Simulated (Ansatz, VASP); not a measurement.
# CsGeBr3 in two plane-wave programs

Aim: how closely do two programs agree when they are given the same cell, functional and k mesh? The cell is taken from a series of runs on this material, whose earlier steps may have relaxed, scaled, displaced or heated it; both programs get it as it stands.

Calculated with Ansatz 0.2.0; plane waves, with VASP 6.6.1 beside it; relaxation of cell and atoms at PBEsol.

## Step 1: The structure

The structure is cubic, space group Pm-3m (No. 221). Conventional cell: a = 5.474 Å, b = 5.474 Å, c = 5.474 Å, α = 90.00°, β = 90.00°, γ = 90.00°. Nearest to Cs lie 12 Br at 3.87 Å. Nearest to Ge lie 6 Br at 2.74 Å. Nearest to Br lie 2 Ge at 2.74 Å and 4 Cs at 3.87 Å. Farther neighbours and most contacts between anions are not listed.

## Step 2: VASP: relaxation of cell and atoms, PBEsol, pair 1

The relaxed volume is the usual yardstick between codes: in a stiff, nearly cubic crystal its relative difference is about their pressure difference at one cell divided by the bulk modulus.

Lines of VASP's logs that name or quote its potential files are left out, and so is its time.

Contents of INCAR:

```
SYSTEM = CsGeBr3
PREC = Accurate
ENCUT = 500
EDIFF = 1E-07
NELM = 120
ISMEAR = 0
SIGMA = 0.01
LREAL = .FALSE.
ALGO = Normal
GGA = PS
NBANDS = 28
LORBIT = 11
LWAVE = .FALSE.
LCHARG = .FALSE.
ISIF = 3
IBRION = 2
NSW = 80
EDIFFG = -0.005
LASPH = .TRUE.
GGA_COMPAT = .FALSE.
NELMIN = 4
EFERMI = MIDGAP
KPAR = 2
```

Contents of POSCAR:

```
CsGeBr3
1.0
    5.4738800000      0.0000000000      0.0000000000
    0.0000000000      5.4738800000      0.0000000000
    0.0000000000      0.0000000000      5.4738800000
Cs Ge Br
1 1 3
Direct
    0.0000000000      0.0000000000      0.0000000000
    0.5000000000      0.5000000000      0.5000000000
    0.5000000000      0.5000000000      0.0000000000
    0.5000000000      0.0000000000      0.5000000000
    0.0000000000      0.5000000000      0.5000000000
```

Contents of KPOINTS:

```
Automatic mesh
0
Gamma
6 6 6
0 0 0
```

The projector-augmented-wave data sets are Cs_sv, Ge_d and Br (PBE family, release 64).

Launch:

```sh
mpirun -np 2 vasp_std
```

Numbers of over 12 decimals in the logs are rounded to 6 here.

The program printed:

```text
[banner, memory and clock lines left out]
running    2 mpi-ranks, on    1 nodes
 distrk:  each k-point on    1 cores,    2 groups
 distr:  one band on    1 cores,    1 groups

 POSCAR found type information on POSCAR CsGeBr
 POSCAR found :  3 types and       5 ions
|                                                                             |
|               ----> ADVICE to this user running VASP <----                  |
|                                                                             |
|     You enforced a specific xc type in the INCAR file but a different       |
|     [... a line on the potential file left out ...]
|     I HOPE YOU KNOW WHAT YOU ARE DOING!                                     |
|                                                                             |

 LDA part: xc-table for (Slater+PW92), standard interpolation
 POSCAR, INCAR and KPOINTS ok, starting setup
 FFT: planning ... GRIDC
 FFT: planning ... GRID_SOFT
 FFT: planning ... GRID
 WAVECAR not read
 entering main loop
       N       E                     dE             d eps       ncg     rms          rms(c)
DAV:   1     0.388026833408E+03    0.38803E+03   -0.19516E+04  1388   0.202E+03
DAV:   2     0.378947107790E+02   -0.35013E+03   -0.33586E+03  1352   0.497E+02
DAV:   3    -0.150157400701E+02   -0.52910E+02   -0.52296E+02  1304   0.141E+02
DAV:   4    -0.173162219820E+02   -0.23005E+01   -0.22913E+01  1364   0.363E+01
DAV:   5    -0.173644631524E+02   -0.48241E-01   -0.48195E-01  1440   0.492E+00    0.571E+00
DAV:   6    -0.170402562842E+02    0.32421E+00   -0.60089E-01  1600   0.504E+00    0.332E+00
DAV:   7    -0.170154557584E+02    0.24801E-01   -0.27033E-01  1488   0.248E+00    0.100E+00
DAV:   8    -0.170177607619E+02   -0.23050E-02   -0.39997E-02  1380   0.163E+00    0.127E-01
DAV:   9    -0.170175407565E+02    0.22001E-03   -0.22821E-03  1612   0.467E-01    0.671E-02
DAV:  10    -0.170177685788E+02   -0.22782E-03   -0.49723E-04  1340   0.159E-01    0.321E-02
DAV:  11    -0.170177763930E+02   -0.78142E-05   -0.11050E-04  1468   0.970E-02    0.604E-03
DAV:  12    -0.170177779932E+02   -0.16002E-05   -0.12795E-05  1396   0.256E-02    0.553E-03
DAV:  13    -0.170177781807E+02   -0.18753E-06   -0.95214E-07  1344   0.552E-03    0.178E-03
DAV:  14    -0.170177779767E+02    0.20401E-06   -0.55646E-07  1332   0.815E-03    0.899E-04
DAV:  15    -0.170177780462E+02   -0.69420E-07   -0.11780E-07   968   0.200E-03
   1 F= -.17017778E+02 E0= -.17017778E+02  d E =-.170178E+02
 curvature:   0.00 expect dE= 0.000E+00 dE for cont linesearch  0.000E+00
 trial: gam= 0.00000 g(F)=  0.000E+00 g(S)=  0.553E-04 ort = 0.000E+00 (trialstep = 0.100E+01)
 search vector abs. value=  0.553E-04
 bond charge predicted
       N       E                     dE             d eps       ncg     rms          rms(c)
DAV:   1    -0.170183081836E+02   -0.53021E-03   -0.88985E-03  1512   0.865E-01    0.121E-01
DAV:   2    -0.170179182818E+02    0.38990E-03   -0.61225E-04  1500   0.214E-01    0.559E-02
DAV:   3    -0.170178155107E+02    0.10277E-03   -0.28909E-04  1464   0.133E-01    0.201E-02
DAV:   4    -0.170178101154E+02    0.53953E-05   -0.59142E-06  1320   0.171E-02    0.153E-02
DAV:   5    -0.170178066049E+02    0.35105E-05   -0.32401E-06  1308   0.121E-02    0.274E-03
DAV:   6    -0.170178064743E+02    0.13057E-06   -0.38105E-07  1236   0.559E-03    0.996E-04
DAV:   7    -0.170178063959E+02    0.78391E-07   -0.13520E-08   708   0.112E-03
   2 F= -.17017806E+02 E0= -.17017806E+02  d E =-.283498E-04
 trial-energy change:   -0.000028  1 .order   -0.000032   -0.000055   -0.000008
 step:   1.1809(harm=  1.1809)  dis= 0.00000  next Energy=   -17.017811 (dE=-0.326E-04)
 reached required accuracy - stopping structural energy minimisation
```

From OUTCAR (step 2):

```text
ion  position               nearest neighbor table
   1  0.000  0.000  0.000-
   2  0.500  0.500  0.500-   3 2.74   4 2.74   5 2.74   3 2.74   4 2.74   5 2.74
   3  0.500  0.500  0.000-   2 2.74   2 2.74
   4  0.500  0.000  0.500-   2 2.74   2 2.74
   5  0.000  0.500  0.500-   2 2.74   2 2.74

  LATTYP: Found a simple cubic cell.
 ALAT       =     5.4738800000

 Subroutine GETGRP returns: Found 48 space group operations
 (whereof 48 operations were pure point group operations)

The static configuration has the point symmetry O_h .

 Found     20 irreducible k-points:

   k-points           NKPTS =     20   k-points in BZ     NKDIM =     20   number of bands    NBANDS=     28

   dimension x,y,z NGX =    40 NGY =   40 NGZ =   40
   dimension x,y,z NGXF=    80 NGYF=   80 NGZF=   80

   ENCUT  =  500.0 eV  36.75 Ry    6.06 a.u.   9.98  9.98  9.98*2*pi/ulx,y,z

   NELECT =      44.0000    total number of electrons

 k-points in reciprocal lattice and weights: Automatic mesh
   0.00000000  0.00000000  0.00000000       0.005
   0.16666667  0.00000000  0.00000000       0.028
   0.33333333  0.00000000  0.00000000       0.028
   0.50000000  0.00000000  0.00000000       0.014
   0.16666667  0.16666667  0.00000000       0.056
   0.33333333  0.16666667  0.00000000       0.111
   0.50000000  0.16666667  0.00000000       0.056
   0.33333333  0.33333333  0.00000000       0.056
   0.50000000  0.33333333  0.00000000       0.056
[...]
0.50000000  0.50000000  0.33333333       0.028
   0.50000000  0.50000000  0.50000000       0.005

 average (electrostatic) potential at core
       1 -48.7844       2 -77.5951       3 -63.7541       4 -63.7541       5 -63.7541

 E-fermi :   2.4327

 k-point     1 :       0.0000    0.0000    0.0000
  band No.  band energies     occupation
    ...
     18      -0.5522      2.00000
     19      -0.5522      2.00000
     20      -0.2709      2.00000
     21      -0.2709      2.00000
     22      -0.2709      2.00000
     23       5.0364      0.00000
     24       5.6686      0.00000
     25       5.6686      0.00000
     26       6.3158      0.00000
     27       6.3158      0.00000
    ...

 k-point     2 :       0.1667    0.0000    0.0000
  band No.  band energies     occupation
    ...
     18      -0.6120      2.00000
     19      -0.6120      2.00000
     20      -0.3368      2.00000
     21      -0.3368      2.00000
     22      -0.3265      2.00000
     23       5.4037      0.00000
     24       5.9035      0.00000
     25       5.9617      0.00000
     26       6.4386      0.00000
     27       6.5978      0.00000
    ...

 k-point     3 :       0.3333    0.0000    0.0000
  band No.  band energies     occupation
    ...
     18      -0.7339      2.00000
     19      -0.7319      2.00000
     20      -0.4583      2.00000
     21      -0.4583      2.00000
     22      -0.1469      2.00000
     23       4.6811      0.00000
     24       6.2347      0.00000
     25       6.5716      0.00000
     26       6.6533      0.00000
     27       6.8007      0.00000
    ...

  Total        0.0066939      0.0066939      0.0066939     -0.0000000      0.0000000     -0.0000000
  in kB        0.0653058      0.0653058      0.0653058     -0.0000000      0.0000000     -0.0000000
  external PRESSURE =       0.0653058 kB  Pullay stress =       0.0000000 kB

  energy-cutoff  :      500.00
  volume of cell :      164.22
      direct lattice vectors                 reciprocal lattice vectors
     5.476187557  0.000000000  0.000000000     0.182608793  0.000000000  0.000000000
    -0.000000000  5.476187557 -0.000000000    -0.000000000  0.182608793  0.000000000
    -0.000000000 -0.000000000  5.476187557    -0.000000000  0.000000000  0.182608793

 POSITION                                       TOTAL-FORCE (eV/Angst)
 -----------------------------------------------------------------------------------
      0.00000      0.00000      0.00000         0.000000      0.000000      0.000000
      2.73809      2.73809      2.73809        -0.000000      0.000000      0.000000
      2.73809      2.73809     -0.00000         0.000000      0.000000      0.000000
      2.73809     -0.00000      2.73809         0.000000     -0.000000      0.000000
     -0.00000      2.73809      2.73809         0.000000     -0.000000      0.000000
 -----------------------------------------------------------------------------------
    total drift:                               -0.000000      0.000000     -0.000000

  FREE ENERGIE OF THE ION-ELECTRON SYSTEM (eV)
  ---------------------------------------------------
  free  energy   TOTEN  =       -17.0178063959 eV

  energy  without entropy=      -17.0178063959  energy(sigma->0) =      -17.01780640

 reached required accuracy - stopping structural energy minimisation

 total charge
# of ion       s       p       d       tot
------------------------------------------
    1        1.843   4.694   0.022   6.559
    2        1.383   0.626  10.033  12.042
    3        1.608   3.218   0.014   4.840
    4        1.608   3.218   0.014   4.840
    5        1.608   3.218   0.014   4.840
--------------------------------------------------
tot          8.049  14.973  10.098  33.120

[... 3 further parts left out ...]
```

CONTCAR:

```
CsGeBr3
   1.00000000000000
     5.4761875567873606    0.0000000000000000    0.0000000000000000
    -0.0000000000000000    5.4761875567873606   -0.0000000000000000
    -0.0000000000000000   -0.0000000000000000    5.4761875567873606
  Cs              Ge              Br
     1     1     3
Direct
     0.0000000000000000    0.0000000000000000    0.0000000000000000
     0.5000000000000000    0.5000000000000000    0.5000000000000000
     0.5000000000000000    0.5000000000000000    0.0000000000000000
     0.5000000000000000    0.0000000000000000    0.5000000000000000
     0.0000000000000000    0.5000000000000000    0.5000000000000000
```

## Step 3: Ansatz: relaxation of cell and atoms, PBEsol, pair 1

Ansatz runs on its PAW soft_1 files.

The same cell, functional and mesh now go to Ansatz, which takes its cutoff from its data sets.

Contents of input.yaml:

```yaml
crystal:
  lattice:
    - [5.4738798441, 0.0, 0.0]
    - [0.0, 5.4738798441, 0.0]
    - [0.0, 0.0, 5.4738798441]
  atoms:
    - { symbol: Cs, position: [0.0, 0.0, 0.0] }
    - { symbol: Ge, position: [0.5, 0.5, 0.5] }
    - { symbol: Br, position: [0.5, 0.5, 0.0] }
    - { symbol: Br, position: [0.5, 0.0, 0.5] }
    - { symbol: Br, position: [0.0, 0.5, 0.5] }
kpoints:
  mp_grid: { grid: [6, 6, 6] }
hamiltonian:
  xc: pbesol
  pseudopotentials: { kind: paw, azcp: { folder: soft_1 }, xc_functional: pbe }
scf:
  occupations: { method: fixed }
output:
  forces: true
  stress: true
  eigenvalues: true
relax:
  adjacent_minimum: "off"
  f_tol: 0.001
  max_steps: 60
  cell: { stress_tol: 0.01 }
```

Launch:

```sh
ansatz run input.yaml --threads 4 --pin off --max-ram 10240MiB --backend cpu --events-out ev --progress --plain --runs-dir out
```

The program printed:

```text
Engine: ansatz 0.2.0, aarch64-unknown-linux-gnu
Pseudopotentials: kind: paw
Pseudopotential: Cs, paw, valence charge 9, recommended cutoff 420 eV (normal), soft_1/Cs.paw.azcp
Pseudopotential: Ge, paw, valence charge 14, recommended cutoff 420 eV (normal), soft_1/Ge.paw.azcp
Pseudopotential: Br, paw, valence charge 7, recommended cutoff 420 eV (normal), soft_1/Br.paw.azcp
Functional definition: PBEsol
  exchange = pbesol_x
  correlation = pbesol_c
Crystal: 5 atoms, lattice volume = 164.016 Å³
Basis set: ecut = 420 eV, 3191 PW (Γ), exchange–correlation on 80×80×80 points (8 copies of the dense FFT grid, shifted against one another)
Bands: 27, of which v1, the nominal top of the filled ones, is band 22 counted from 1 (21 counted from 0)
Symmetry: 48 space group operations
Space group: Pm-3m (ITA 221), of the structure as read, at distance tolerance 5.5e-5 Å
k-points: 20 of 216
Non-local potential: Cs, projectors of the file, l = 0: 3, l = 1: 2, l = 2: 2, l = 3: 2
Non-local potential: Ge, projectors of the file, l = 0: 2, l = 1: 2, l = 2: 3, l = 3: 1
Non-local potential: Br, projectors of the file, l = 0: 2, l = 1: 2, l = 2: 2
PAW form: soft (Blöchl's): semilocal exchange-correlation on the pseudo side does not see the compensation charge
PAW frozen core: Cs, regenerated for the run's functional, and the local potential with it (the file was generated under x = pbe(κ = 0.804, μ = 0.219515), c = pbe(β = 0.066725))
PAW frozen core: Ge, regenerated for the run's functional, and the local potential with it (the file was generated under x = pbe(κ = 0.804, μ = 0.219515), c = pbe(β = 0.066725))
PAW frozen core: Br, regenerated for the run's functional, and the local potential with it (the file was generated under x = pbe(κ = 0.804, μ = 0.219515), c = pbe(β = 0.066725))
PAW one-centre angular grid: Cs, 194 points (default); XC on 64 Gauss nodes
PAW one-centre angular grid: Ge, 590 points (default); XC on 64 Gauss nodes
PAW one-centre angular grid: Br, 110 points (default); XC on 64 Gauss nodes
Initial density: superposition of atomic densities (chi_scale 0.1, normalization cell, long waves kept (reshape's long-wave potential 0.00 eV rms))
Initial wavefunctions: pseudopotential atomic-orbital guess
Functional: x = pbesol(κ = 0.804, μ = 0.123457), c = pbesol(β = 0.046)
SCF iter   1: F=—  HF=-18055.580357 eV  |F-HF|=—  |Δ(HF+E_count)|=         —  Δρ=2.60e-2  dr2=2.26e0  ethr=3.10e-3  ⟨swp⟩=5.0  Hψ=2196  notcnv=0  defer=41
preconditioner: auto → Resta (q_TF=auto, 2.191 Å⁻¹)  ε∞=3.6  [insulator: Δε(μ)=0.129 eV  Ē_g=10.187 eV  n_scr=26 (ndim 8)  ℏωp=16.4 eV  f_vac=0.001  ε∞_Penn≈3.6]
SCF iter   2: F=—  HF=-18054.815286 eV  |F-HF|=—  |Δ(HF+E_count)|=   7.65e-1  Δρ=1.15e-2  dr2=6.32e-1  ethr=3.10e-3  ⟨swp⟩=3.5  Hψ=1230  notcnv=0  defer=44
SCF iter   3: F=—  HF=-18054.511620 eV  |F-HF|=—  |Δ(HF+E_count)|=   3.04e-1  Δρ=3.30e-3  dr2=5.08e-2  ethr=1.44e-3  ⟨swp⟩=2.5  Hψ=976  notcnv=0  defer=55
SCF iter   4: F=—  HF=-18054.488933 eV  |F-HF|=—  |Δ(HF+E_count)|=   2.27e-2  Δρ=2.04e-3  dr2=7.33e-3  ethr=1.15e-4  ⟨swp⟩=2.4  Hψ=1203  notcnv=0  defer=58
SCF iter   5: F=—  HF=-18054.485165 eV  |F-HF|=—  |Δ(HF+E_count)|=   3.77e-3  Δρ=6.49e-4  dr2=7.21e-4  ethr=1.67e-5  ⟨swp⟩=3.0  Hψ=1041  notcnv=0  defer=58
SCF iter   6: F=—  HF=-18054.485576 eV  |F-HF|=—  |Δ(HF+E_count)|=   4.11e-4  Δρ=1.10e-4  dr2=1.65e-5  ethr=1.64e-6  ⟨swp⟩=2.0  Hψ=811  notcnv=0  defer=58
SCF iter   7: F=—  HF=-18054.485588 eV  |F-HF|=—  |Δ(HF+E_count)|=   1.12e-5  Δρ=1.26e-5  dr2=1.97e-7  ethr=3.75e-8  ⟨swp⟩=2.0  Hψ=875  notcnv=0  defer=46
SCF iter   8: F=-18054.485588 eV  HF=-18054.485588 eV  |F-HF|=6.95e-9  |Δ(HF+E_count)|=   5.13e-7  Δρ=2.51e-6  dr2=1.13e-8  ethr=2.27e-10  ⟨swp⟩=12.1  Hψ=3062  notcnv=0
SCF 1 converged in 8 iterations: F = -18054.485588 eV  dr2 = 1.13e-8
  greatest PAW one-centre occupation: 0.998 electrons in one spin orbital (limit 2), on the Ge atom at site 1 (counted from 0), in its partial waves of l = 2
relax step   1: F+E_penalty+E_count = -18054.48558805 eV  Δ(F+E_penalty+E_count) = +0.000e0 eV  max|allowed force component| = 1.136e-29 eV/Å  Δτ_max = 0.0000 Å  P = +0.018 GPa  Ω = 164.016 Å³  (8 SCF iters, dr2 threshold 1.00e-7 eV, accepted)
[...]
relax step   2: F+E_penalty+E_count = -18054.48558982 eV  Δ(F+E_penalty+E_count) = -1.763e-6 eV  max|allowed force component| = 3.892e-29 eV/Å  Δτ_max = 0.0000 Å  P = +0.006 GPa  Ω = 164.090 Å³  energy of the carried Pulay correction = -3.817e-6 eV  (5 SCF iters, dr2 threshold 8.21e-10 eV, accepted)
[...]
relax step   3: F+E_penalty+E_count = -18054.48558982 eV  Δ(F+E_penalty+E_count) = -4.366e-11 eV  max|allowed force component| = 1.704e-29 eV/Å  Δτ_max = 0.0000 Å  P = +0.006 GPa  Ω = 164.090 Å³  stress off target by 6.04e-3 GPa  SCF on the basis re-selected at this cell (its energy is not comparable with the rows above)  (5 SCF iters)
basis re-selected at this cell: Δ(F+E_penalty+E_count) = -4.366e-11 eV, ΔP = +0.000 GPa vs the last step (what re-selecting the basis moved, of the pressure what is left beyond the Pulay correction that the steps carried, after the strain that the cell walked since its last selection, with what the two solves' SCF thresholds leave and, on support functions, any second-order correction that the steps lacked; it is no  [...]
SCF converged after 5 iterations
Free energy (F): -18054.485590 eV
Harris-Foulkes:  -18054.485590 eV  (|F-HF|=3.64e-12)
Internal energy: -18054.485590 eV  (E = F + TS)
E sigma→0 (E₀):  -18054.485590 eV
Fermi energy:    5.194426 eV
--- Per-component energies (eV) ---
  E_band       = -288.819012
  E_kinetic    = 629.785371
  E_local      = -3637.103635  (includes V_loc(G=0)·N_el)
  E_nonlocal   = 392.505748
  E_hartree    = 1578.641166
  E_xc         = -834.699513
  E_vxc        = -530.453862  (∫ρ·V_xc dr)
  E_paw        = -13748.105898  (= ΣΔE_a)
  E_vpaw       = -300.834976  (= ΣTr[D̂ρ^β])
  E_aug_tail   = 0.000008  (compensation charges beyond the density's cutoff)
  E_ewald      = -2436.847752
  E_core_change = 1.338914  (= ΣΔE_core)
  E_smearing   = -0.000000  (= −TS)
  E_closure    = -0.000000  (closes the sum)
  Σ components = -18054.485590   (vs F -18054.485590, Δ=0.00e0)
--- Forces (eV/Å), atoms counted from 1 ---
  atom   1  Cs     0.00000000    -0.00000000    -0.00000000
  atom   2  Ge     0.00000000     0.00000000    -0.00000000
  atom   3  Br     0.00000000     0.00000000    -0.00000000
  atom   4  Br     0.00000000     0.00000000     0.00000000
  atom   5  Br     0.00000000    -0.00000000    -0.00000000
  max |Σ_I F_I| component: 4.31e-29 eV/Å
--- Stress (GPa, compression-positive) ---
        0.006042      -0.000000      -0.000000
       -0.000000       0.006042       0.000000
       -0.000000       0.000000       0.006042
  P = ⅓ Tr σ = 0.0060 GPa (0.060 kbar)
--- Band table (eV; the first three rows and the last of 20) ---
  k-point 0: bands = [... 18 lower, 2.3763, 2.6600, 2.6600, 2.6600, 7.9726, 8.6056, 8.6056, 9.2498, ... 1 higher]
  k-point 1: bands = [... 18 lower, 2.3169, 2.5943, 2.5943, 2.6046, 8.3401, 8.8384, 8.8970, 9.3712, ... 1 higher]
  k-point 2: bands = [... 18 lower, 2.1993, 2.4731, 2.4731, 2.7843, 7.6160, 9.1712, 9.5019, 9.5872, ... 1 higher]
  k-point 19: bands = [... 18 lower, 3.0779, 3.0779, 3.0779, 5.1944, 5.5385, 5.5385, 5.5385, 9.4582, ... 1 higher]
--- Relaxed structure (2 steps of the walk, 2 accepted, 1 SCFs on fresh bases) ---
  F+E_penalty+E_count = -18054.48558982 eV   max|allowed force component| = 1.704e-29 eV/Å   (the final SCF, on the basis selected at the relaxed cell)
  cell:  # Å, volume = 164.0898 Å³
    - [5.474703, 0, 0]
    - [0, 5.474703, 0.0]
    - [0, 0.0, 5.474703]
  atoms:
    - { symbol: Cs, position: [0, 0, 0] }
    - { symbol: Ge, position: [0.500000, 0.500000, 0.500000] }
    - { symbol: Br, position: [0.500000, 0.500000, 0] }
    - { symbol: Br, position: [0.500000, 0, 0.500000] }
    - { symbol: Br, position: [0, 0.500000, 0.500000] }
```

## Step 4: Side by side

Known differences besides the potentials themselves: fixed occupations in Ansatz, narrow Gaussian smearing in VASP; the cutoff is 420 eV in Ansatz and 500 eV in VASP; Ansatz makes its cores anew for this functional, VASP keeps those of its PBE data sets; Ansatz adds a Pulay correction to the stress that steers its cell, VASP none. Total energies have different zeros and are not compared.

Both answers:

```
                                         quantity  Ansatz    VASP  difference
                                      volume (Å³)  164.09  164.22     -0.08 %
edge a after relaxation, in the typed setting (Å)   5.475   5.476     -0.03 %
```

[end of part 1 of 2]

[Lines on the potential files, build, host, timing and source positions are cut from VASP's logs without a mark.]

[Logs are printed without paths, hosts, clocks, repeated set-up lines and the standing remarks that a program may print on its own settings, such as how far it seeks lower states.]

[Hosts, paths, dates, database ids (printed as entryN), source tags and the programs' standing remarks are cut or masked in the printed files.]
